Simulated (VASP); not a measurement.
Output of a VASP run:

**OSZICAR**
```
       N       E                     dE             d eps       ncg     rms          rms(c)
DAV:   1     0.701769855913E+03    0.70177E+03   -0.26437E+04  1488   0.202E+03
DAV:   2     0.687099470288E+02   -0.63306E+03   -0.61250E+03  1642   0.549E+02
DAV:   3    -0.228031970131E+02   -0.91513E+02   -0.89846E+02  1909   0.230E+02
DAV:   4    -0.264795907868E+02   -0.36764E+01   -0.36618E+01  1740   0.499E+01
DAV:   5    -0.266522530080E+02   -0.17266E+00   -0.17262E+00  2045   0.102E+01    0.139E+01
DAV:   6    -0.210053681411E+02    0.56469E+01   -0.26414E+01  2301   0.564E+01    0.463E+00
DAV:   7    -0.209924104360E+02    0.12958E-01   -0.18014E+00  1840   0.110E+01    0.272E+00
DAV:   8    -0.209704526189E+02    0.21958E-01   -0.49897E-01  2336   0.668E+00    0.121E+00
DAV:   9    -0.209411169386E+02    0.29336E-01   -0.12025E-01  2432   0.422E+00    0.142E-01
DAV:  10    -0.209425458116E+02   -0.14289E-02   -0.10385E-02  1677   0.584E-01    0.901E-02
DAV:  11    -0.209425278627E+02    0.17949E-04   -0.22499E-04  2301   0.141E-01    0.382E-02
DAV:  12    -0.209425139330E+02    0.13930E-04   -0.41568E-05  2223   0.435E-02    0.115E-02
DAV:  13    -0.209425121806E+02    0.17524E-05   -0.56663E-06  2291   0.210E-02    0.156E-03
DAV:  14    -0.209425119906E+02    0.19004E-06   -0.61687E-07  1916   0.101E-02    0.817E-04
DAV:  15    -0.209425119931E+02   -0.25293E-08   -0.86125E-08  1171   0.342E-03
   1 F= -.20942512E+02 E0= -.20942512E+02  d E =0.000000E+00
```

### OUTCAR
```
------------------------ aborting loop because EDIFF is reached ----------------------------------------
  FORCE on cell =-STRESS in cart. coord.  units (eV):
  Direction    XX          YY          ZZ          XY          YZ          ZX
  --------------------------------------------------------------------------------------
  Total        0.0398120      0.0398120      0.0364567     -0.0000000      0.0000000      0.0000000
  in kB        0.7322387      0.7322387      0.6705274     -0.0000000      0.0000000      0.0000000
  external PRESSURE =       0.7116683 kB  Pullay stress =       0.0000000 kB
  volume of cell :       87.11
      direct lattice vectors                 reciprocal lattice vectors
     5.024802005  0.000000000  0.000000000     0.199012817  0.000000000  0.000000000
     0.000000000  5.024802005  0.000000000     0.000000000  0.199012817  0.000000000
     0.000000000  0.000000000  3.450116922     0.000000000  0.000000000  0.289845249
 POSITION                                       TOTAL-FORCE (eV/Angst)
 -----------------------------------------------------------------------------------
      0.00000      0.00000      0.00000         0.000000     -0.000000      0.000000
      2.51240      2.51240      1.72506         0.000000     -0.000000      0.000000
      1.54450      1.54450      0.00000         0.008778      0.008778      0.000000
      4.05690      0.96790      1.72506         0.008778     -0.008778      0.000000
      0.96790      4.05690      1.72506        -0.008778      0.008778      0.000000
      3.48030      3.48030      0.00000        -0.008778     -0.008778     -0.000000
 -----------------------------------------------------------------------------------
    total drift:                               -0.000000      0.000000     -0.000000
  FREE ENERGIE OF THE ION-ELECTRON SYSTEM (eV)
  ---------------------------------------------------
  free  energy   TOTEN  =       -20.9425119931 eV

  energy  without entropy=      -20.9425119931  energy(sigma->0) =      -20.94251199

 total charge

# of ion       s       p       d       tot
------------------------------------------
    1        1.043   0.748  10.017  11.807
    2        1.043   0.748  10.017  11.807
    3        1.574   3.369   0.000   4.943
    4        1.574   3.369   0.000   4.943
    5        1.574   3.369   0.000   4.943
    6        1.574   3.369   0.000   4.943
--------------------------------------------------
tot          8.383  14.971  20.033  43.388

 Electric field gradients after diagonalization (V/A^2)
 (convention: |V_zz| > |V_xx| > |V_yy|)
----------------------------------------------------------------------
 ion       V_xx      V_yy      V_zz     asymmetry (V_yy - V_xx)/ V_zz
----------------------------------------------------------------------
   1    -103.597   -24.356   127.952       0.619
   2    -103.597   -24.356   127.952       0.619
   3      78.305    53.913  -132.217       0.184
   4      78.305    53.913  -132.217       0.184
   5      78.305    53.913  -132.217       0.184
   6      78.305    53.913  -132.217       0.184
```
(Selected blocks of OUTCAR.)

POSCAR:
```
PbO2
1
    5.0248020055     0.0000000000     0.0000000000
    0.0000000000     5.0248020055     0.0000000000
    0.0000000000     0.0000000000     3.4501169221
Pb O
2 4
Direct
  0.0000000000   0.0000000000   0.0000000000
  0.5000000000   0.5000000000   0.5000000000
  0.3073757315   0.3073757315   0.0000000000
  0.8073757315   0.1926242685   0.5000000000
  0.1926242685   0.8073757315   0.5000000000
  0.6926242685   0.6926242685   0.0000000000
```

Question: Write an INCAR and KPOINTS that could have produced this output.

Answer: Several could match; the one computed here: the input of the run itself, rev-vdW-DF2, plane waves, VASP's PBE PAW potentials (set 64).

### INCAR
```
SYSTEM = PbO2
PREC = Accurate; ENCUT = 520; LREAL = .FALSE.
LASPH = .TRUE.
EDIFF = 1E-7; NELM = 100; ALGO = Normal
LMAXMIX = 4
ISMEAR = -5
GGA = MK; LUSE_VDW = .TRUE.; AGGAC = 0.0
PARAM1 = 0.1234568; PARAM2 = 0.7114; ZAB_VDW = -1.8867
ISIF = 2
LWAVE = .FALSE.; LCHARG = .TRUE.; LORBIT = 11
NEDOS = 601
LEFG = .TRUE.
```

**KPOINTS**
```
Automatic mesh
0
Gamma
5 5 7
0 0 0
```

POTCAR, in this order: Pb_d O (PBE.64 set). Program: vasp_std.

The compound is PbO2 in the rutile structure. It was relaxed first.
